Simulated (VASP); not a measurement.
VASP input:

**KPOINTS**
```
Automatic mesh
0
Gamma
7 7 7
0 0 0
```

### POSCAR
```
AuAl2
1
    0.0000000000     3.0600000000     3.0600000000
    3.0600000000     0.0000000000     3.0600000000
    3.0600000000     3.0600000000     0.0000000000
Al Au
2 1
Direct
  0.2500000000   0.2500000000   0.2500000000
  0.7500000000   0.7500000000   0.7500000000
  0.0000000000   0.0000000000   0.0000000000
```

INCAR:
```
SYSTEM = AuAl2
PREC = Accurate
ENCUT = 400
EDIFF = 1E-6
NELM = 100
ALGO = Normal
LREAL = .FALSE.
LASPH = .TRUE.
ISMEAR = 1
SIGMA = 0.1
GGA = PE
LMAXMIX = 6
LWAVE = .FALSE.
LCHARG = .FALSE.
ISIF = 2
NBANDS = 6
```

POTCAR, in this order: Al Au (PBE.64 set). Program: vasp_std.

The run wrote:

standard output:
```
 POSCAR found type information on POSCAR AlAu
 POSCAR found :  2 types and       3 ions
 Reading from existing POTCAR
 Reading from existing POTCAR
 LDA part: xc-table for (Slater+PW92), standard interpolation

 -----------------------------------------------------------------------------
|                                                                             |
|     EEEEEEE  RRRRRR   RRRRRR   OOOOOOO  RRRRRR      ###     ###     ###     |
|     E        R     R  R     R  O     O  R     R     ###     ###     ###     |
|     E        R     R  R     R  O     O  R     R     ###     ###     ###     |
|     EEEEE    RRRRRR   RRRRRR   O     O  RRRRRR       #       #       #      |
|     E        R   R    R   R    O     O  R   R                               |
|     E        R    R   R    R   O     O  R    R      ###     ###     ###     |
|     EEEEEEE  R     R  R     R  OOOOOOO  R     R     ###     ###     ###     |
|                                                                             |
|     The number of bands is not sufficient to hold all electrons. I am       |
|     sorry, but this calculation does not make sense. If you want to         |
|     calculate only selected states, you need to set either EFERMI or        |
|     EREF. EREF specifies around which energy states are supposed to be      |
|     calculated.                                                             |
|     I found NBANDS = 6, NELECT = 17.                                        |
|                                                                             |
|       ---->  I REFUSE TO CONTINUE WITH THIS SICK JOB ... BYE!!! <----       |
|                                                                             |
 -----------------------------------------------------------------------------
```

Task: Read input and log: which fault does this run have?
A) the tetrahedron method needs a mesh, and KPOINTS holds a single point
B) EDIFF is too loose for the force threshold
C) NBANDS is too small to hold all electrons
D) the Γ-only program was given a k-mesh

Result: C, NBANDS is too small to hold all electrons. VASP stops with an error: The number of bands is not sufficient to hold all electrons. I am sorry, but this calculation does not make sense. If you want to calculate only selected states, you need to set either EFERMI or EREF. EREF specifies around which energy states are supposed to be calculated. I found NBANDS = 6, NELECT = 17. ----> I REFUSE TO CONTINUE WITH THIS SICK JOB ... BYE!!! <----

To mend it, remove NBANDS.

The mended run (PBE GGA, plane waves, VASP's PBE PAW potentials (set 64)) converges, and its OSZICAR ends with
```
   1 F= -.11999405E+02 E0= -.11999323E+02  d E =-.247634E-03
```

The compound is AuAl2 in the fluorite structure. The cell was not relaxed at this level. The electron count is odd and the run is not spin-polarised, which forces a metal.
